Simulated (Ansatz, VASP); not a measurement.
# SnO (Romarchite): VASP beside Ansatz, part 2 of 2

Wanted: the spread between two codes on one cell, functional and k mesh. The cell is taken from a series of runs on this material, whose earlier steps may have relaxed, scaled, displaced or heated it; both programs get it as it stands.

VASP 6.6.1 and Ansatz 0.2.0.

So far: Starting point; Ansatz: zone-centre phonons, PBE with D3(BJ).

## Step 3: VASP: zone-centre phonons, PBE with D3(BJ)

Level of this step: PBE with D3(BJ); plane waves and PAW (O, Sn_d) (VASP).

The same cell, functional and mesh now go to VASP, with its own data sets.

Lines of VASP's logs that name or quote its potential files are left out, and so is its time.

The input, INCAR:

```
SYSTEM = SnO
PREC = Accurate
ENCUT = 600
EDIFF = 1E-08
NELM = 120
ISMEAR = 0
SIGMA = 0.01
LREAL = .FALSE.
ALGO = Normal
GGA = PE
IVDW = 12
NBANDS = 26
LORBIT = 11
LWAVE = .FALSE.
LCHARG = .FALSE.
ISIF = 2
IBRION = 6
NFREE = 2
POTIM = 0.015
NSW = 1
LASPH = .TRUE.
GGA_COMPAT = .FALSE.
EFERMI = MIDGAP
KPAR = 2
```

The input, POSCAR:

```
SnO
1.0
    3.8605079329      0.0000000000      0.0000000000
    0.0000000000      3.8605079329      0.0000000000
    0.0000000000      0.0000000000      4.9834650420
O Sn
2 2
Direct
    0.0000000000      0.0000000000      0.0000000000
    0.5000000000      0.5000000000      0.0000000000
    0.5000000000      0.0000000000      0.2326137305
    0.0000000000      0.5000000000      0.7673862695
```

The input, KPOINTS:

```
Automatic mesh
0
Gamma
12 12 10
0 0 0
```

The projector-augmented-wave data sets are O and Sn_d (PBE family, release 64).

Launch:

```console
$ mpirun -np 2 vasp_std
```

Numbers of over 12 decimals in the logs are rounded to 6 here.

The program printed:

```text
[banner, memory and clock lines left out]
running    2 mpi-ranks, on    1 nodes
 distrk:  each k-point on    1 cores,    2 groups
 distr:  one band on    1 cores,    1 groups

 POSCAR found type information on POSCAR O Sn
 POSCAR found :  2 types and       4 ions
 LDA part: xc-table for (Slater+PW92), standard interpolation
 POSCAR, INCAR and KPOINTS ok, starting setup
 FFT: planning ... GRIDC
 FFT: planning ... GRID_SOFT
 FFT: planning ... GRID
 WAVECAR not read
 entering main loop
       N       E                     dE             d eps       ncg     rms          rms(c)
DAV:   1     0.425064698220E+03    0.42506E+03   -0.21929E+04  8826   0.252E+03
DAV:   2     0.386136460941E+02   -0.38645E+03   -0.37594E+03  9176   0.567E+02
DAV:   3    -0.233771076739E+02   -0.61991E+02   -0.60706E+02 10210   0.194E+02
DAV:   4    -0.264435811387E+02   -0.30665E+01   -0.30505E+01 10226   0.454E+01
DAV:   5    -0.265153523396E+02   -0.71771E-01   -0.71662E-01 10380   0.743E+00    0.117E+01
DAV:   6    -0.227714848212E+02    0.37439E+01   -0.19893E+01 14312   0.491E+01    0.503E+00
DAV:   7    -0.227479254268E+02    0.23559E-01   -0.23063E+00 10280   0.945E+00    0.254E+00
DAV:   8    -0.227381869632E+02    0.97385E-02   -0.38520E-01 11736   0.435E+00    0.868E-01
DAV:   9    -0.227268087277E+02    0.11378E-01   -0.76740E-02 13748   0.272E+00    0.260E-01
DAV:  10    -0.227286451482E+02   -0.18364E-02   -0.11989E-02 12738   0.984E-01    0.191E-01
DAV:  11    -0.227279338549E+02    0.71129E-03   -0.38403E-03 13414   0.574E-01    0.275E-02
DAV:  12    -0.227279940830E+02   -0.60228E-04   -0.49076E-04  9096   0.131E-01    0.425E-02
DAV:  13    -0.227279866161E+02    0.74670E-05   -0.65996E-05 13288   0.829E-02    0.512E-03
DAV:  14    -0.227279867690E+02   -0.15294E-06   -0.69650E-06 10272   0.175E-02    0.615E-03
DAV:  15    -0.227279868277E+02   -0.58683E-07   -0.36470E-07 11820   0.538E-03    0.292E-03
DAV:  16    -0.227279870249E+02   -0.19718E-06   -0.11926E-07  8290   0.268E-03    0.559E-04
DAV:  17    -0.227279870596E+02   -0.34784E-07   -0.34071E-08  7838   0.197E-03    0.295E-04
DAV:  18    -0.227279870491E+02    0.10532E-07   -0.10131E-08  4594   0.167E-03    0.999E-05
DAV:  19    -0.227279870510E+02   -0.18663E-08   -0.33771E-09  4558   0.482E-04
   1 F= -.23612972E+02 E0= -.23612972E+02  d E =-.131932-150
[... from here on, the cycles between the ionic steps are left out ...]
   2 F= -.23612166E+02 E0= -.23612166E+02  d E =-.118089-150
   3 F= -.23612166E+02 E0= -.23612166E+02  d E =-.117743-150
   4 F= -.23612212E+02 E0= -.23612212E+02  d E =-.322983-150
   5 F= -.23612212E+02 E0= -.23612212E+02  d E =-.325534-150
   6 F= -.23612498E+02 E0= -.23612498E+02  d E =-.980755-151
   7 F= -.23612498E+02 E0= -.23612498E+02  d E =-.976671-151
   8 F= -.23612861E+02 E0= -.23612861E+02  d E =-.714370-117
 Finite differences progress:
  Degree of freedom:   4/  4
  Displacement:        1/  2
  Total:               7/  8
 bond charge predicted
       N       E                     dE             d eps       ncg     rms          rms(c)
DAV:   1    -0.227133584757E+02    0.14295E-01   -0.43827E+00 10080   0.115E+01    0.429E-01
DAV:   2    -0.227256540869E+02   -0.12296E-01   -0.12881E-01 12662   0.251E+00    0.137E-01
DAV:   3    -0.227255213039E+02    0.13278E-03   -0.12410E-03 13494   0.836E-01    0.102E-01
DAV:   4    -0.227254879666E+02    0.33337E-04   -0.40503E-04 15046   0.605E-01    0.344E-02
DAV:   5    -0.227255146490E+02   -0.26682E-04   -0.24027E-04  9486   0.134E-01    0.761E-03
DAV:   6    -0.227255147236E+02   -0.74604E-07   -0.71483E-06 12814   0.393E-02    0.540E-03
DAV:   7    -0.227255146760E+02    0.47598E-07   -0.17350E-06 11172   0.153E-02    0.148E-03
DAV:   8    -0.227255147547E+02   -0.78747E-07   -0.22791E-07 11484   0.521E-03    0.643E-04
DAV:   9    -0.227255148159E+02   -0.61145E-07   -0.23069E-08  8006   0.432E-03    0.230E-04
DAV:  10    -0.227255148254E+02   -0.94769E-08   -0.65058E-09  5680   0.187E-03
   9 F= -.23610274E+02 E0= -.23610274E+02  d E =0.000000E+00
 Finite differences progress:
  Degree of freedom:   4/  4
  Displacement:        2/  2
  Total:               8/  8
```

From OUTCAR (step 3):

```text
ion  position               nearest neighbor table
   1  0.000  0.000  0.000-   3 2.25   4 2.25   4 2.25   3 2.25
   2  0.500  0.500  0.000-   3 2.25   4 2.25   3 2.25   4 2.25
   3  0.500  0.000  0.233-   1 2.25   2 2.25   2 2.25   1 2.25   4 3.58   4 3.58   4 3.58   4 3.58

  LATTYP: Found a simple tetragonal cell.
 ALAT       =     3.8605079329
 C/A-ratio  =     1.2908832539

 Subroutine GETGRP returns: Found 16 space group operations
 (whereof  8 operations were pure point group operations)

The static configuration has the point symmetry D_2d.
 The point group associated with its full space group is D_4h.

 Found    168 irreducible k-points:

   k-points           NKPTS =    168   k-points in BZ     NKDIM =    168   number of bands    NBANDS=     26

   dimension x,y,z NGX =    32 NGY =   32 NGZ =   40
   dimension x,y,z NGXF=    64 NGYF=   64 NGZF=   80

   ENCUT  =  600.0 eV  44.10 Ry    6.64 a.u.   7.71  7.71  9.95*2*pi/ulx,y,z

   NELECT =      40.0000    total number of electrons

 k-points in reciprocal lattice and weights: Automatic mesh
   0.00000000  0.00000000  0.00000000       0.001
   0.08333333  0.00000000  0.00000000       0.003
   0.16666667  0.00000000  0.00000000       0.003
   0.25000000  0.00000000  0.00000000       0.003
   0.33333333  0.00000000  0.00000000       0.003
   0.41666667  0.00000000  0.00000000       0.003
   0.50000000  0.00000000  0.00000000       0.001
   0.08333333  0.08333333  0.00000000       0.003
   0.16666667  0.08333333  0.00000000       0.006
[...]
25      11.7959      0.00000
    ...

 k-point     3 :       0.1667    0.0000    0.0000
  band No.  band energies     occupation
    ...
     16       0.6192      2.00000
     17       2.7960      2.00000
     18       3.1791      2.00000
     19       3.2306      2.00000
     20       6.3166      2.00000
     21       9.0753      0.00000
     22       9.7403      0.00000
     23      11.1540      0.00000
     24      11.3713      0.00000
     25      11.4011      0.00000
    ...

 k-point     4 :       0.2500    0.0000    0.0000
  band No.  band energies     occupation
    ...
     16       0.8279      2.00000
     17       2.5651      2.00000
     18       2.9111      2.00000
     19       3.0869      2.00000
     20       5.9938      2.00000
     21       9.2994      0.00000
     22       9.6830      0.00000
     23      11.0144      0.00000
     24      11.5344      0.00000
     25      11.5912      0.00000
    ...

 k-point     5 :       0.3333    0.0000    0.0000
  band No.  band energies     occupation
    ...
     16       1.1062      2.00000
     17       2.3457      2.00000
     18       2.5743      2.00000
     19       3.1068      2.00000
     20       5.3873      2.00000
     21       9.2023      0.00000
     22       9.8996      0.00000
     23      11.1607      0.00000
     24      11.8323      0.00000
     25      11.9623      0.00000
    ...

 Edisp (eV)   -0.88476

  Total      -0.44600    -0.44600    -0.33949     0.00000     0.00000     0.00000
  in kB      -9.62103    -9.62103    -7.32344     0.00000     0.00000     0.00000
  external pressure =       -8.86 kB  Pullay stress =        0.00 kB

  energy-cutoff  :      600.00
  volume of cell :       74.27
      direct lattice vectors                 reciprocal lattice vectors
     3.860507933  0.000000000  0.000000000     0.259033272  0.000000000  0.000000000
     0.000000000  3.860507933  0.000000000     0.000000000  0.259033272  0.000000000
     0.000000000  0.000000000  4.983465042     0.000000000  0.000000000  0.200663593

 POSITION                                       TOTAL-FORCE (eV/Angst)
 -----------------------------------------------------------------------------------
      0.00000      0.00000      0.00000         0.000000      0.000000     -0.053515
      1.93025      1.93025      0.00000         0.000000      0.000000     -0.053515
      1.93025      0.00000      1.14422         0.000000      0.000000      0.275244
      0.00000      1.93025      3.82424         0.000000      0.000000     -0.168214
 -----------------------------------------------------------------------------------
    total drift:                               -0.000000     -0.000000     -0.000140

  FREE ENERGIE OF THE ION-ELECTRON SYSTEM (eV)
  ---------------------------------------------------
  free  energy   TOTEN  =       -23.6102743877 eV

  energy  without entropy=      -23.6102743877  energy(sigma->0) =      -23.61027439

 Eigenvectors and eigenvalues of the dynamical matrix
 ----------------------------------------------------

   1 f  =   13.072292 THz    82.135636 2PiTHz  436.044739 cm-1    54.062633 meV
             X         Y         Z           dx          dy          dz
      0.000000  0.000000  0.000000    -0.062977    0.703501    0.000000
      1.930254  1.930254  0.000000     0.062977   -0.703501   -0.000000
      1.930254  0.000000  1.159222     0.002984    0.033329    0.000000
      0.000000  1.930254  3.824243    -0.002984   -0.033329    0.000000

   2 f  =   13.072292 THz    82.135636 2PiTHz  436.044739 cm-1    54.062633 meV
             X         Y         Z           dx          dy          dz
      0.000000  0.000000  0.000000     0.703501    0.062977   -0.000000
      1.930254  1.930254  0.000000    -0.703501   -0.062977    0.000000
      1.930254  0.000000  1.159222    -0.033329    0.002984   -0.000000
      0.000000  1.930254  3.824243     0.033329   -0.002984    0.000000

   3 f  =   11.034467 THz    69.331600 2PiTHz  368.070196 cm-1    45.634868 meV
             X         Y         Z           dx          dy          dz
      0.000000  0.000000  0.000000    -0.000000    0.000000    0.663822
      1.930254  1.930254  0.000000    -0.000000    0.000000    0.663822
      1.930254  0.000000  1.159222     0.000000   -0.000000   -0.243599
      0.000000  1.930254  3.824243     0.000000   -0.000000   -0.243599

   4 f  =    9.971183 THz    62.650788 2PiTHz  332.602848 cm-1    41.237479 meV
             X         Y         Z           dx          dy          dz
      0.000000  0.000000  0.000000    -0.000000    0.000000   -0.707107
      1.930254  1.930254  0.000000    -0.000000    0.000000    0.707107
      1.930254  0.000000  1.159222     0.000000   -0.000000    0.000000
      0.000000  1.930254  3.824243     0.000000    0.000000    0.000000

   5 f  =    7.451726 THz    46.820576 2PiTHz  248.562826 cm-1    30.817849 meV
             X         Y         Z           dx          dy          dz
      0.000000  0.000000  0.000000     0.015852   -0.663486   -0.000000
      1.930254  1.930254  0.000000     0.015852   -0.663486    0.000000
      1.930254  0.000000  1.159222    -0.005828    0.243929   -0.000000
      0.000000  1.930254  3.824243    -0.005828    0.243929   -0.000000

   6 f  =    7.451726 THz    46.820576 2PiTHz  248.562826 cm-1    30.817849 meV
             X         Y         Z           dx          dy          dz
      0.000000  0.000000  0.000000    -0.663486   -0.015852    0.000000
      1.930254  1.930254  0.000000    -0.663486   -0.015852   -0.000000
      1.930254  0.000000  1.159222     0.243929    0.005828    0.000000
      0.000000  1.930254  3.824243     0.243929    0.005828    0.000000

   7 f  =    6.083848 THz    38.225944 2PiTHz  202.935324 cm-1    25.160762 meV
             X         Y         Z           dx          dy          dz
      0.000000  0.000000  0.000000     0.000000   -0.000000    0.000000
      1.930254  1.930254  0.000000     0.000000   -0.000000    0.000000
      1.930254  0.000000  1.159222    -0.000000    0.000000   -0.707107
      0.000000  1.930254  3.824243     0.000000   -0.000000    0.707107

   8 f  =    3.220607 THz    20.235672 2PiTHz  107.427894 cm-1    13.319355 meV
             X         Y         Z           dx          dy          dz
      0.000000  0.000000  0.000000    -0.007100    0.032701    0.000000
      1.930254  1.930254  0.000000     0.007100   -0.032701   -0.000000
      1.930254  0.000000  1.159222    -0.149858   -0.690234   -0.000000
      0.000000  1.930254  3.824243     0.149858    0.690234    0.000000

   9 f  =    3.220607 THz    20.235672 2PiTHz  107.427894 cm-1    13.319355 meV
             X         Y         Z           dx          dy          dz
      0.000000  0.000000  0.000000     0.032701    0.007100    0.000000
      1.930254  1.930254  0.000000    -0.032701   -0.007100   -0.000000
      1.930254  0.000000  1.159222     0.690234   -0.149858   -0.000000
      0.000000  1.930254  3.824243    -0.690234    0.149858    0.000000

  10 f/i=    0.001582 THz     0.009938 2PiTHz    0.052761 cm-1     0.006542 meV
             X         Y         Z           dx          dy          dz
      0.000000  0.000000  0.000000     0.000000   -0.000000   -0.243599
      1.930254  1.930254  0.000000     0.000000   -0.000000   -0.243599
      1.930254  0.000000  1.159222     0.000000   -0.000000   -0.663822
      0.000000  1.930254  3.824243     0.000000   -0.000000   -0.663822

  11 f/i=    0.003417 THz     0.021473 2PiTHz    0.113995 cm-1     0.014134 meV
             X         Y         Z           dx          dy          dz
      0.000000  0.000000  0.000000    -0.023352    0.242879   -0.000000
      1.930254  1.930254  0.000000    -0.023352    0.242879   -0.000000
      1.930254  0.000000  1.159222    -0.063517    0.660629   -0.000000
      0.000000  1.930254  3.824243    -0.063517    0.660629   -0.000000

  12 f/i=    0.003417 THz     0.021473 2PiTHz    0.113995 cm-1     0.014134 meV
             X         Y         Z           dx          dy          dz
      0.000000  0.000000  0.000000     0.242879    0.023352    0.000000
      1.930254  1.930254  0.000000     0.242879    0.023352    0.000000
      1.930254  0.000000  1.159222     0.660629    0.063517    0.000000
      0.000000  1.930254  3.824243     0.660629    0.063517    0.000000

 ELASTIC MODULI CONTR FROM IONIC RELAXATION (kBar)
 Direction    XX          YY          ZZ          XY          YZ          ZX
 --------------------------------------------------------------------------------
 XX        -541.1551    -20.6394   -462.4464      0.0000      0.0000     -0.0000
 YY         -20.6394   -541.1551   -462.4464      0.0000     -0.0000      0.0000
 ZZ        -462.4464   -462.4464   -761.3341      0.0000      0.0000      0.0000
 XY           0.0000      0.0000      0.0000      0.0000      0.0000      0.0000
 YZ           0.0000     -0.0000      0.0000      0.0000   -239.8383     -0.0000
 ZX          -0.0000      0.0000      0.0000      0.0000     -0.0000   -239.8352
 --------------------------------------------------------------------------------

 total charge
# of ion       s       p       d       tot
------------------------------------------
    1        1.573   3.425   0.000   4.998
    2        1.573   3.425   0.000   4.998
    3        1.265   0.764  10.064  12.093
    4        1.265   0.764  10.064  12.093
--------------------------------------------------
tot          5.676   8.378  20.128  34.182

[... 1 further part left out ...]
```

CONTCAR:

```
SnO
   1.00000000000000
     3.8605079329000000    0.0000000000000000    0.0000000000000000
     0.0000000000000000    3.8605079329000000    0.0000000000000000
     0.0000000000000000    0.0000000000000000    4.9834650419999997
  O               Sn
     2     2
Direct
     0.0000000000000000    0.0000000000000000    0.0000000000000000
     0.5000000000000000    0.5000000000000000    0.0000000000000000
     0.5000000000000000    0.0000000000000000    0.2296037766077609
     0.0000000000000000    0.5000000000000000    0.7673862695000011
```

The last energy, forces, stress and levels in OUTCAR belong to the last displaced cell, not to the cell of POSCAR.

Levels, forces or a CONTCAR printed for this step are those of its last displaced cell, not of the structure at rest.

## Step 4: Comparison

Known differences besides the potentials themselves: fixed occupations in Ansatz, narrow Gaussian smearing in VASP; the cutoff is 420 eV in Ansatz and 600 eV in VASP; Ansatz takes the dispersion share of the force constants at frozen C6 weights, VASP differentiates the full forces; VASP uses finite displacements, Ansatz perturbation theory. Total energies have different zeros and are not compared.

The two programs side by side:

| quantity | Ansatz | VASP | difference |
| --- | --- | --- | --- |
| optical mode 1 to 2 (cm⁻¹) | 105.9 | 107.4 | -1.44 % |
| optical mode 3 (cm⁻¹) | 201.8 | 202.9 | -0.54 % |
| optical mode 4 to 5 (cm⁻¹) | 243.6 | 248.6 | -2.00 % |
| optical mode 6 (cm⁻¹) | 329.4 | 332.6 | -0.97 % |
| optical mode 7 (cm⁻¹) | 366.4 | 368.1 | -0.46 % |
| optical mode 8 to 9 (cm⁻¹) | 434.3 | 436.0 | -0.39 % |

Modes are paired by rising frequency, not by their patterns, so a pair may set unlike modes beside each other; they are those without the splitting of longitudinal modes.

## Step 5: What came out

```json
{
 "r.m.s. difference of the optical zone-centre modes, each program's sorted by frequency (zone-centre phonons, PBE with D3(BJ))": "2.9 cm⁻¹",
 "difference in optical mode 4 to 5 (zone-centre phonons, PBE with D3(BJ))": "-2.0 %"
}
```

In words: The r.m.s. difference of the optical zone-centre modes, each program's sorted by frequency is 2.9 cm⁻¹ (zone-centre phonons, PBE with D3(BJ)). Among the rows given in per cent, the largest difference of the zone-centre phonons, PBE with D3(BJ) pair is in optical mode 4 to 5, -2.0 %. Such differences can come from data sets, numerical settings and the points named under the comparisons, not from the functional's error against experiment.

[Lines on the potential files, build, host, timing and source positions are cut from VASP's logs without a mark.]

[Logs are printed without paths, hosts, clocks, repeated set-up lines and the standing remarks that a program may print on its own settings, such as how far it seeks lower states.]

[Hosts, paths, dates, database ids (printed as entryN), source tags and the programs' standing remarks are cut or masked in the printed files.]
